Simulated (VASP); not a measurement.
Si:

```xyz
2
Lattice="0.0000 2.7343 2.7343 2.7343 0.0000 2.7343 2.7343 2.7343 0.0000" Properties=species:S:1:pos:R:3 pbc="T T T"
Si    4.1014    4.1014    4.1014
Si    2.7343    2.7343    2.7343
```

Base run:

```yaml
Program: VASP 6.6.1
Functional: PBE
Potentials_or_basis: VASP PAW PBE potentials, release 64 (Si)
Cutoff: 450 eV
k_mesh: 10 × 10 × 10
Occupations: gaussian, width 0.02 eV
Spin: no spin polarisation
```

Its results: band gap on the k mesh 0.62 eV, indirect (least direct gap 2.56 eV); pressure 0.0 GPa.

Q: After a change of settings the same cell gave: band gap on the k mesh 0.81 eV, indirect (least direct gap 2.75 eV); pressure -1.5 GPa. Which change was it?
A. functional from PBE to PBE0; k mesh from 10 × 10 × 10 to 8 × 8 × 8
B. cutoff from 450 eV to 600 eV
C. functional from PBE to HSE06; k mesh from 10 × 10 × 10 to 8 × 8 × 8
D. functional from PBE to r2SCAN

A: D.

r2SCAN gives the wider gap, since meta-GGAs in the generalised Kohn-Sham scheme recover part of the derivative discontinuity.

Caveats: the PAW data sets were made with another functional, which shifts forces and pressure a little (some runs).
